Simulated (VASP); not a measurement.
All values below come from PBEsol GGA, VASP's PBE PAW potentials (set 64) (plane waves; VASP 6.6.1).

VASP input:

### KPOINTS
```
Automatic mesh
0
Gamma
10 10 10
0 0 0
```

POSCAR:
```
CuF
1.0
  2.4570000000   0.0000000000   0.0000000000
  0.0000000000   2.4570000000   0.0000000000
  0.0000000000   0.0000000000   2.4570000000
Cu F
1 1
Cartesian
  0.0000000000   0.0000000000   0.0000000000
  1.2285000000   1.2285000000   1.2285000000
```

**INCAR**
```
SYSTEM = CuF
PREC = Accurate
ENCUT = 520
EDIFF = 1E-6
NELM = 100
ALGO = Normal
LREAL = .FALSE.
LASPH = .TRUE.
ISMEAR = 0
SIGMA = 0.05
GGA = PS
LMAXMIX = 4
LWAVE = .FALSE.
LCHARG = .FALSE.
IBRION = 2
ISIF = 3
NSW = 60
EDIFFG = -0.01
```

POTCAR, in this order: Cu F (PBE.64 set). Program: vasp_std.

Output

File OUTCAR:
```
 ion  position               nearest neighbor table
   1  0.000  0.000  0.000-   2 2.13   2 2.13   2 2.13   2 2.13   2 2.13   2 2.13   2 2.13   2 2.13
  LATTYP: Found a simple cubic cell.
 ALAT       =     2.4570000000
 Subroutine PRICEL returns:
 Original cell was already a primitive cell.
 Subroutine GETGRP returns: Found 48 space group operations
The static configuration has the point symmetry O_h .
The dynamic configuration has the point symmetry O_h .
 Subroutine INISYM returns: Found 48 space group operations
 Subroutine IBZKPT returns following result:
 Found     56 irreducible k-points:

 Following reciprocal coordinates:
            Coordinates               Weight
  0.000000  0.000000  0.000000      1.000000
  0.100000  0.000000  0.000000      6.000000
  0.200000  0.000000  0.000000      6.000000
  0.300000  0.000000  0.000000      6.000000
  0.400000  0.000000  0.000000      6.000000
  0.500000  0.000000  0.000000      3.000000
  0.100000  0.100000  0.000000     12.000000
  0.200000  0.100000  0.000000     24.000000
  0.300000  0.100000  0.000000     24.000000
  0.400000  0.100000  0.000000     24.000000
  0.500000  0.100000  0.000000     12.000000
  0.200000  0.200000  0.000000     12.000000
  0.300000  0.200000  0.000000     24.000000
  0.400000  0.200000  0.000000     24.000000
  0.500000  0.200000  0.000000     12.000000
  0.300000  0.300000  0.000000     12.000000
  0.400000  0.300000  0.000000     24.000000
  0.500000  0.300000  0.000000     12.000000
  0.400000  0.400000  0.000000     12.000000
  0.500000  0.400000  0.000000     12.000000
  0.500000  0.500000  0.000000      3.000000
  0.100000  0.100000  0.100000      8.000000
  0.200000  0.100000  0.100000     24.000000
  0.300000  0.100000  0.100000     24.000000
  0.400000  0.100000  0.100000     24.000000
...
```

### OSZICAR
```
...
DAV:   9    -0.757104854646E+01    0.70090E-06   -0.15375E-05  1607   0.112E-01    0.460E-03
DAV:  10    -0.757104816291E+01    0.38354E-06   -0.82382E-07   748   0.264E-02
   3 F= -.75710482E+01 E0= -.75700799E+01  d E =-.935775E+00
       N       E                     dE             d eps       ncg     rms          rms(c)
DAV:   1    -0.757883853613E+01   -0.77900E-02   -0.12609E-01  1480   0.758E+00    0.723E-01
DAV:   2    -0.757260539198E+01    0.62331E-02   -0.43759E-02  1466   0.520E+00    0.238E-01
DAV:   3    -0.757126748896E+01    0.13379E-02   -0.78082E-03  1576   0.277E+00    0.143E-01
DAV:   4    -0.757102257618E+01    0.24491E-03   -0.34988E-04  1894   0.567E-01    0.618E-02
DAV:   5    -0.757094754526E+01    0.75031E-04   -0.80678E-05  2148   0.176E-01    0.148E-02
DAV:   6    -0.757094467412E+01    0.28711E-05   -0.79299E-06  2013   0.468E-02    0.274E-03
DAV:   7    -0.757094459697E+01    0.77147E-07   -0.45286E-07   818   0.817E-03
   4 F= -.75709446E+01 E0= -.75699847E+01  d E =-.935672E+00
       N       E                     dE             d eps       ncg     rms          rms(c)
DAV:   1    -0.757094961632E+01   -0.49422E-05   -0.13765E-05  1573   0.776E-02    0.760E-03
DAV:   2    -0.757094882784E+01    0.78849E-06   -0.46622E-06  1456   0.522E-02
   5 F= -.75709488E+01 E0= -.75699891E+01  d E =-.423087E-05
       N       E                     dE             d eps       ncg     rms          rms(c)
DAV:   1    -0.757095303137E+01   -0.34150E-05   -0.14519E-05  1456   0.913E-02    0.740E-03
DAV:   2    -0.757095238953E+01    0.64184E-06   -0.44001E-06  1456   0.570E-02
   6 F= -.75709524E+01 E0= -.75699926E+01  d E =-.779256E-05
       N       E                     dE             d eps       ncg     rms          rms(c)
DAV:   1    -0.757095238198E+01    0.64939E-06   -0.98683E-07   728   0.316E-02    0.177E-03
DAV:   2    -0.757095235314E+01    0.28831E-07   -0.14013E-07   728   0.128E-02
   7 F= -.75709524E+01 E0= -.75699924E+01  d E =0.363852E-07
       N       E                     dE             d eps       ncg     rms          rms(c)
DAV:   1    -0.757095276639E+01   -0.38442E-06   -0.29228E-07   728   0.143E-02    0.119E-03
DAV:   2    -0.757095275041E+01    0.15978E-07   -0.65720E-08   728   0.804E-03
   8 F= -.75709528E+01 E0= -.75699928E+01  d E =-.360885E-06
       N       E                     dE             d eps       ncg     rms          rms(c)
DAV:   1    -0.757095359330E+01   -0.82691E-06   -0.65370E-07   728   0.194E-02    0.168E-03
DAV:   2    -0.757095355391E+01    0.39389E-07   -0.19105E-07   728   0.129E-02
   9 F= -.75709536E+01 E0= -.75699936E+01  d E =-.116438E-05
       N       E                     dE             d eps       ncg     rms          rms(c)
DAV:   1    -0.757095530521E+01   -0.17119E-05   -0.25681E-06  1225   0.367E-02    0.324E-03
DAV:   2    -0.757095515607E+01    0.14914E-06   -0.74409E-07   728   0.234E-02
  10 F= -.75709552E+01 E0= -.75699952E+01  d E =-.276654E-05
       N       E                     dE             d eps       ncg     rms          rms(c)
DAV:   1    -0.757095889459E+01   -0.35894E-05   -0.97883E-06  1456   0.733E-02    0.628E-03
DAV:   2    -0.757095839929E+01    0.49529E-06   -0.31388E-06  1386   0.460E-02
  11 F= -.75709584E+01 E0= -.75699984E+01  d E =-.600977E-05
       N       E                     dE             d eps       ncg     rms          rms(c)
DAV:   1    -0.757096688906E+01   -0.79945E-05   -0.40501E-05  1456   0.145E-01    0.126E-02
DAV:   2    -0.757096495093E+01    0.19381E-05   -0.12674E-05  1491   0.921E-02    0.416E-03
DAV:   3    -0.757096457824E+01    0.37269E-06   -0.23266E-06  1287   0.479E-02
  12 F= -.75709646E+01 E0= -.75700041E+01  d E =-.121887E-04
       N       E                     dE             d eps       ncg     rms          rms(c)
DAV:   1    -0.757098530677E+01   -0.20356E-04   -0.13145E-04  1472   0.242E-01    0.243E-02
DAV:   2    -0.757097802459E+01    0.72822E-05   -0.46071E-05  1466   0.169E-01    0.749E-03
DAV:   3    -0.757097675496E+01    0.12696E-05   -0.81703E-06  1551   0.888E-02    0.515E-03
DAV:   4    -0.757097644160E+01    0.31336E-06   -0.32869E-07   733   0.193E-02
  13 F= -.75709764E+01 E0= -.75700159E+01  d E =-.240521E-04
       N       E                     dE             d eps       ncg     rms          rms(c)
DAV:   1    -0.757103220592E+01   -0.55451E-04   -0.54656E-04  1472   0.497E-01    0.470E-02
DAV:   2    -0.757100408184E+01    0.28124E-04   -0.17894E-04  1466   0.327E-01    0.141E-02
DAV:   3    -0.757099956704E+01    0.45148E-05   -0.29669E-05  1611   0.169E-01    0.944E-03
DAV:   4    -0.757099848571E+01    0.10813E-05   -0.13230E-06   942   0.382E-02    0.409E-03
DAV:   5    -0.757099823017E+01    0.25554E-06   -0.38702E-07   828   0.122E-02
  14 F= -.75709982E+01 E0= -.75700373E+01  d E =-.458406E-04
       N       E                     dE             d eps       ncg     rms          rms(c)
DAV:   1    -0.757116861308E+01   -0.17013E-03   -0.21762E-03  1472   0.100E+00    0.934E-02
DAV:   2    -0.757105826201E+01    0.11035E-03   -0.71460E-04  1471   0.656E-01    0.284E-02
DAV:   3    -0.757103966345E+01    0.18599E-04   -0.11881E-04  1606   0.338E-01    0.188E-02
DAV:   4    -0.757103540729E+01    0.42562E-05   -0.58294E-06  1720   0.758E-02    0.813E-03
DAV:   5    -0.757103420140E+01    0.12059E-05   -0.85993E-07   821   0.235E-02    0.141E-03
DAV:   6    -0.757103421018E+01   -0.87734E-08   -0.31029E-07   743   0.122E-02
  15 F= -.75710342E+01 E0= -.75700721E+01  d E =-.818206E-04
       N       E                     dE             d eps       ncg     rms          rms(c)
DAV:   1    -0.757160916365E+01   -0.57496E-03   -0.86372E-03  1480   0.199E+00    0.186E-01
DAV:   2    -0.757117116070E+01    0.43800E-03   -0.28284E-03  1466   0.130E+00    0.563E-02
DAV:   3    -0.757109752826E+01    0.73632E-04   -0.46939E-04  1596   0.671E-01    0.376E-02
DAV:   4    -0.757108034185E+01    0.17186E-04   -0.23283E-05  1846   0.152E-01    0.163E-02
DAV:   5    -0.757107534928E+01    0.49926E-05   -0.51293E-06  2021   0.473E-02    0.356E-03
DAV:   6    -0.757107519957E+01    0.14970E-06   -0.32577E-07   763   0.127E-02
  16 F= -.75710752E+01 E0= -.75701109E+01  d E =-.122810E-03
       N       E                     dE             d eps       ncg     rms          rms(c)
DAV:   1    -0.757316704431E+01   -0.20917E-02   -0.34575E-02  1480   0.399E+00    0.372E-01
DAV:   2    -0.757141733586E+01    0.17497E-02   -0.11284E-02  1466   0.260E+00    0.112E-01
DAV:   3    -0.757112525174E+01    0.29208E-03   -0.18686E-03  1591   0.134E+00    0.758E-02
DAV:   4    -0.757105534344E+01    0.69908E-04   -0.93762E-05  1825   0.305E-01    0.329E-02
DAV:   5    -0.757103452735E+01    0.20816E-04   -0.21055E-05  2150   0.963E-02    0.722E-03
DAV:   6    -0.757103386432E+01    0.66303E-06   -0.12314E-06   906   0.252E-02
  17 F= -.75710339E+01 E0= -.75700652E+01  d E =-.814748E-04
       N       E                     dE             d eps       ncg     rms          rms(c)
DAV:   1    -0.757189266219E+01   -0.85813E-03   -0.13079E-02  1480   0.244E+00    0.231E-01
DAV:   2    -0.757123967316E+01    0.65299E-03   -0.44331E-03  1466   0.164E+00    0.733E-02
DAV:   3    -0.757111294992E+01    0.12672E-03   -0.76507E-04  1581   0.861E-01    0.461E-02
DAV:   4    -0.757108706599E+01    0.25884E-04   -0.35999E-05  1862   0.185E-01    0.199E-02
DAV:   5    -0.757107895754E+01    0.81084E-05   -0.80423E-06  2148   0.571E-02    0.459E-03
DAV:   6    -0.757107864012E+01    0.31743E-06   -0.44898E-07   748   0.149E-02
  18 F= -.75710786E+01 E0= -.75701126E+01  d E =-.126251E-03
```

### OUTCAR
```
------------------------ aborting loop because EDIFF is reached ----------------------------------------
  FORCE on cell =-STRESS in cart. coord.  units (eV):
  Direction    XX          YY          ZZ          XY          YZ          ZX
  --------------------------------------------------------------------------------------
  Total       -0.0157965     -0.0157965     -0.0157965      0.0000000     -0.0000000     -0.0000000
  in kB       -1.2914280     -1.2914280     -1.2914280      0.0000000     -0.0000000     -0.0000000
  external PRESSURE =      -1.2914280 kB  Pullay stress =       0.0000000 kB
  volume of cell :       19.60
      direct lattice vectors                 reciprocal lattice vectors
     2.696083635  0.000000000 -0.000000000     0.370908375  0.000000000  0.000000000
    -0.000000000  2.696083635  0.000000000    -0.000000000  0.370908375  0.000000000
    -0.000000000 -0.000000000  2.696083635     0.000000000 -0.000000000  0.370908375
 POSITION                                       TOTAL-FORCE (eV/Angst)
 -----------------------------------------------------------------------------------
      0.00000      0.00000      0.00000        -0.000000      0.000000      0.000000
      1.34804      1.34804      1.34804         0.000000     -0.000000      0.000000
 -----------------------------------------------------------------------------------
    total drift:                                0.000000     -0.000000     -0.000000
  FREE ENERGIE OF THE ION-ELECTRON SYSTEM (eV)
  ---------------------------------------------------
  free  energy   TOTEN  =        -7.5710786401 eV

  energy  without entropy=       -7.5691465155  energy(sigma->0) =       -7.57011258

 reached required accuracy - stopping structural energy minimisation
```
(Selected blocks of OUTCAR.)

File CONTCAR:
```
CuF
   1.00000000000000
     2.6960836354737610    0.0000000000000000   -0.0000000000000000
    -0.0000000000000000    2.6960836354737610    0.0000000000000000
    -0.0000000000000000   -0.0000000000000000    2.6960836354737610
  Cu              F
     1     1
Direct
     0.0000000000000000    0.0000000000000000    0.0000000000000000
     0.5000000000000000    0.5000000000000000    0.5000000000000000
```

OUTCAR:
```
 val. band max:        5.4259887705   @ k =   0.5000   0.5000   0.2000

 cond. band min:       5.4344783736   @ k =   0.5000   0.5000   0.3000


 Fermi energy:         5.4268830732

 k-point     1 :       0.0000    0.0000    0.0000
  band No.  band energies     occupation
      1     -18.9439      2.00000
      2       0.7454      2.00000
      3       0.7454      2.00000
      4       0.7454      2.00000
      5       3.3299      2.00000
      6       3.3299      2.00000
      7       3.4749      2.00000
      8       5.0493      2.00000
      9       5.0493      2.00000
     10       5.0493      2.00000
     11      20.8483      0.00000
     12      20.8483      0.00000
     13      22.9529      0.00000

 k-point     2 :       0.1000    0.0000    0.0000
  band No.  band energies     occupation
      1     -18.9055      2.00000
      2       0.1123      2.00000
      3       0.7300      2.00000
      4       0.7300      2.00000
      5       3.3546      2.00000
      6       3.4919      2.00000
      7       4.0881      2.00000
      8       5.0542      2.00000
      9       5.0677      2.00000
     10       5.0677      2.00000
     11      19.3000      0.00000
     12      20.9463      0.00000
     13      22.9272      0.00000

 k-point     3 :       0.2000    0.0000    0.0000
  band No.  band energies     occupation
      1     -18.7879      2.00000
      2      -1.0055      2.00000
      3       0.7002      2.00000
      4       0.7002      2.00000
      5       3.4207      2.00000
      6       3.8999      2.00000
      7       5.0683      2.00000
      8       5.1183      2.00000
      9       5.1183      2.00000
     10       5.2653      2.00000
     11      16.9570      0.00000
     12      21.2430      0.00000
     13      22.8515      0.00000

 k-point     4 :       0.3000    0.0000    0.0000
  band No.  band energies     occupation
      1     -18.6328      2.00000
      2      -2.0213      2.00000
      3       0.6648      2.00000
...
```

Energy and stress use the plane-wave basis of the starting cell.

The structure was generated: CuF was put into the CsCl type type (Pm-3m), which need not be its known phase. This run relaxes it. Symmetry was kept, so distortions that lower it aren't found.
